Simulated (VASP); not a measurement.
Runs of VASP 6.6.1 on SrO. Symmetry: Fm-3m, No. 225, cubic system. Conventional cell: a = 5.160 Å, b = 5.160 Å, c = 5.160 Å, α = 90.00°, β = 90.00°, γ = 90.00°. Around Sr (site symmetry m-3m) lie 6 O at 2.58 Å. Around O (site symmetry m-3m) lie 6 Sr at 2.58 Å. The cell was built by a generator and isn't the measured one.

| level | potentials or basis | k mesh | grid for exact exchange (PRECFOCK) | screening parameter | exchange at q = 0 | gap on the mesh (eV) | pressure (GPa) |
| --- | --- | --- | --- | --- | --- | --- | --- |
| LDA | VASP PAW LDA potentials, release 64 (Sr_sv, O) | 12 × 12 × 12 | - | - | - | (a) | -4.5 |
| TB-mBJ | VASP PAW PBE potentials, release 64 (Sr_sv, O) | 8 × 8 × 8 | - | - | - | 4.91 | - |
| HSE06 | VASP PAW PBE potentials, release 64 (Sr_sv, O) | 8 × 8 × 8 | Normal | 0.2 1/A | - | (b) | 0.2 |
| PBE0 | VASP PAW PBE potentials, release 64 (Sr_sv, O) | 8 × 8 × 8 | Normal | - | truncated | 5.48 | 0.1 |
| r2SCAN | VASP PAW PBE potentials, release 64 (Sr_sv, O) | 8 × 8 × 8 | - | - | - | 3.75 | 0.5 |

Alike in all rows: task single point; no spin polarisation; cell as given; cutoff (eV) 520; smearing fermi-dirac 0.05 eV.

Q: Estimate the missing entries.

A: (a) 3.11; (b) 4.77.

Caveats: the PAW data sets were made with another functional, which shifts forces and pressure a little (some runs).

A k mesh can miss the band edges, and the runs leave out spin-orbit coupling on Sr.

Runs at the PBE level aren't shown here.
